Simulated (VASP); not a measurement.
Input:

```yaml
crystal:
  lattice:
    - [0.00000, 3.14568, 3.14568]
    - [3.14568, 0.00000, 3.14568]
    - [3.14568, 3.14568, 0.00000]
  atoms:
    - { symbol: Mg, position: [0.25000, 0.25000, 0.25000] }
    - { symbol: Mg, position: [0.75000, 0.75000, 0.75000] }
    - { symbol: Si, position: [0.00000, 0.00000, 0.00000] }
```

The numbers are results of PBE GGA with D4 dispersion, VASP's PBE PAW potentials (set 64) (plane waves; VASP), not measurements. Run with 520 eV cut-off, 7×7×7 Γ-centred mesh, tetrahedra with Blöchl corrections, potentials Mg Si.

**Question.** What does the run give for the energy per atom (σ→0)?

**Answer.** 
| Property | Result |
|---|---|
| energy per atom (σ→0) | -307.2 kJ/mol of atoms |

Only differences to runs with the same potentials and settings are physical.

The compound is Mg2Si in the antifluorite structure. It was relaxed first.
